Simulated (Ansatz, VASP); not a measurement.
# PN: VASP beside Ansatz, part 2 of 2

Wanted: the spread between two codes on one cell, functional and k mesh. The cell is generated by rule, not measured, and may not be a known phase. The cell is taken from a series of runs on this material, whose earlier steps may have relaxed, scaled, displaced or heated it; both programs get it as it stands.

VASP 6.6.1 and Ansatz 0.2.0.

So far. Step 3 (Ansatz: single point, PBE, pair 1): The run ends at a pressure of 5.84 GPa. Step 5 (VASP: single point, PBE, pair 2): The run ends at a pressure of -3.03 GPa.

## 6. Ansatz: single point, PBE, pair 2

Level of this step: Ansatz beside VASP: Kohn-Sham DFT, plane waves, PBE (Ansatz).

The same cell, functional, mesh and smearing now go to Ansatz, which takes its cutoff from its data sets.

The cell is taken from a series of runs on this material, whose earlier steps may have relaxed, scaled, displaced or heated it; both programs get it as it stands.

Contents of input.yaml:

```yaml
crystal:
  lattice:
    - [1.5462513787, 0.8927286497, 2.5250192499]
    - [-1.5462513787, 0.8927286497, 2.5250192499]
    - [0.0, -1.7854572995, 2.5250192499]
  atoms:
    - { symbol: P, position: [0.5, 0.5, 0.5] }
    - { symbol: "N", position: [0.0, 0.0, 0.0] }
kpoints:
  mp_grid: { grid: [16, 16, 16] }
hamiltonian:
  xc: pbe
scf:
  occupations: { method: gaussian, width: 0.02 }
output:
  forces: true
  stress: true
  eigenvalues: true
```

Command:

```
$ ansatz run input.yaml --threads 4 --pin off --max-ram 8192MiB --backend cpu --events-out ev --progress --plain --runs-dir out
```

Numbers of over 12 decimals in the logs are rounded to 6 here.

The log of the run:

```text
[...]
Crystal: 2 atoms, lattice volume = 20.913 Å³
Basis set: ecut = 420 eV, 411 PW (Γ), exchange–correlation on 48×48×48 points (8 copies of the dense FFT grid, shifted against one another)
Bands: 9, of which v1, the nominal top of the filled ones, is band 5 counted from 1 (4 counted from 0)
Symmetry: 48 space group operations
[...]
k-points: 145 of 4096
[...]
Internal energy: -1137.390362 eV  (E = F + TS)
E sigma→0 (E₀):  -1137.390395 eV
Entropy (-TS):   -0.000067 eV (-0.033 meV/atom)
Fermi energy:    11.882507 eV
[...]
--- Stress (GPa, compression-positive) ---
       -2.634950      -0.000000       0.000000
        0.000000      -2.634950      -0.000000
       -0.000000      -0.000000      -2.634950
  P = ⅓ Tr σ = -2.6349 GPa (-26.349 kbar)
--- Band table (eV; the first three rows and the last of 145) ---
[...]
[key lines of the parts left out:]
SCF converged after 6 iterations
Free energy (F): -1137.390429 eV
```

The run ends at a pressure of -2.63 GPa.

## 7. Comparison

Compared:

```
      quantity  Ansatz   VASP  difference
pressure (GPa)   -2.63  -3.03       +0.40
```

## 8. Ansatz: single point, PBE, pair 3

A single point gives forces, pressure and levels at one fixed geometry, so differences don't come from the geometry; what else differs is listed under the comparison. The cell compared in this pair holds 20.29 Å³, against 20.91 Å³ for the pair before.

The cell is taken from a series of runs on this material, whose earlier steps may have relaxed, scaled, displaced or heated it; both programs get it as it stands.

input.yaml, the sections that differ from step 6:

```yaml
crystal:
  lattice:
    - [1.5308647721, 0.8838451883, 2.4998930134]
    - [-1.5308647721, 0.8838451883, 2.4998930134]
    - [0.0, -1.7676903766, 2.4998930134]
  atoms:
    - { symbol: P, position: [0.5, 0.5, 0.5] }
    - { symbol: "N", position: [0.0, 0.0, 0.0] }
# kpoints, hamiltonian, scf, output: as in step 6
```

The log of the run:

```text
[...]
Crystal: 2 atoms, lattice volume = 20.295 Å³
Basis set: ecut = 420 eV, 411 PW (Γ), exchange–correlation on 48×48×48 points (8 copies of the dense FFT grid, shifted against one another)
Bands: 9, of which v1, the nominal top of the filled ones, is band 5 counted from 1 (4 counted from 0)
Symmetry: 48 space group operations
[...]
k-points: 145 of 4096
[...]
Internal energy: -1137.390198 eV  (E = F + TS)
E sigma→0 (E₀):  -1137.390249 eV
Entropy (-TS):   -0.000101 eV (-0.051 meV/atom)
Fermi energy:    12.477283 eV
[...]
--- Stress (GPa, compression-positive) ---
        2.825229       0.000000      -0.000000
        0.000000       2.825229       0.000000
       -0.000000       0.000000       2.825229
  P = ⅓ Tr σ = 2.8252 GPa (28.252 kbar)
--- Band table (eV; the first three rows and the last of 145) ---
[...]
[key lines of the parts left out:]
SCF converged after 6 iterations
Free energy (F): -1137.390300 eV
```

The run ends at a pressure of 2.83 GPa.

## 9. VASP: single point, PBE, pair 3

The same cell, functional, mesh and smearing now go to VASP, with its own data sets.

Contents of INCAR:

```
SYSTEM = PN
PREC = Accurate
ENCUT = 600
EDIFF = 1E-06
NELM = 120
ISMEAR = 0
SIGMA = 0.02
LREAL = .FALSE.
ALGO = Normal
GGA = PE
NBANDS = 11
LORBIT = 11
LWAVE = .FALSE.
LCHARG = .FALSE.
ISIF = 2
LASPH = .TRUE.
GGA_COMPAT = .FALSE.
```

Contents of POSCAR:

```
PN
1.0
    1.5308647721      0.8838451883      2.4998930134
   -1.5308647721      0.8838451883      2.4998930134
    0.0000000000     -1.7676903766      2.4998930134
P N
1 1
Direct
    0.5000000000      0.5000000000      0.5000000000
    0.0000000000      0.0000000000      0.0000000000
```

Contents of KPOINTS:

```
Automatic mesh
0
Gamma
16 16 16
0 0 0
```

Potentials, in the order of the species: P and N (PBE family, release 64).

Command:

```
$ mpirun -np 1 vasp_std
```

The log of the run:

```text
[... set-up lines as in an earlier step ...]
 entering main loop
       N       E                     dE             d eps       ncg     rms          rms(c)
DAV:   1     0.195045257134E+02    0.19505E+02   -0.55213E+03  3190   0.951E+02
DAV:   2    -0.111895589399E+02   -0.30694E+02   -0.28964E+02  4184   0.157E+02
DAV:   3    -0.123427982614E+02   -0.11532E+01   -0.11466E+01  4015   0.270E+01
DAV:   4    -0.123476454039E+02   -0.48471E-02   -0.48464E-02  3635   0.180E+00
[...]
DAV:   9    -0.114700161057E+02    0.36138E-02   -0.19606E-02  3709   0.826E-01    0.844E-02
DAV:  10    -0.114700703059E+02   -0.54200E-04   -0.42210E-04  3464   0.176E-01    0.162E-02
DAV:  11    -0.114700695365E+02    0.76934E-06   -0.31749E-06  3823   0.172E-02
   1 F= -.11470070E+02 E0= -.11470016E+02  d E =-.106809E-03
```

From OUTCAR (step 9):

```text
  Total        0.3004379      0.3004379      0.3004382      0.0000000      0.0000000     -0.0000000
  in kB       23.7180803     23.7180803     23.7181051      0.0000000      0.0000000     -0.0000000
  external PRESSURE =      23.7180886 kB  Pullay stress =       0.0000000 kB

 POSITION                                       TOTAL-FORCE (eV/Angst)
 -----------------------------------------------------------------------------------
      0.00000      0.00000      3.74984         0.000000      0.000000      0.000000
      0.00000      0.00000      0.00000        -0.000000     -0.000000     -0.000000
 -----------------------------------------------------------------------------------
    total drift:                               -0.000000     -0.000000     -0.000000

  FREE ENERGIE OF THE ION-ELECTRON SYSTEM (eV)
  ---------------------------------------------------
  free  energy   TOTEN  =       -11.4700695365 eV

  energy  without entropy=      -11.4699627272  energy(sigma->0) =      -11.47001613

[... 1 part as in an earlier step ...]

[... 2 further parts left out ...]
[key lines of the parts left out:]
E-fermi :  10.4150
```

The run ends at a pressure of 2.37 GPa.

## 10. Side by side

Compared:

```csv
quantity,Ansatz,VASP,difference
pressure (GPa),2.83,2.37,+0.45
```

## 11. Results

- difference in pressure (single point, PBE, pair 1): 0.46 GPa
- difference in pressure (single point, PBE, pair 2): 0.40 GPa
- difference in pressure (single point, PBE, pair 3): 0.45 GPa

In words: The difference in pressure is 0.46 GPa (single point, PBE, pair 1), within the 1 GPa picked in this series as the mark of a large difference. 2 further runs of this series are not shown here. How closely two codes agree says nothing of how well the functional describes the real material.

[Lines on the potential files, build, host, timing and source positions are cut from VASP's logs without a mark.]

[Logs are printed without paths, hosts, clocks, repeated set-up lines and the standing remarks that a program may print on its own settings, such as how far it seeks lower states.]

[Hosts, paths, dates, database ids (printed as entryN), source tags and the programs' standing remarks are cut or masked in the printed files.]
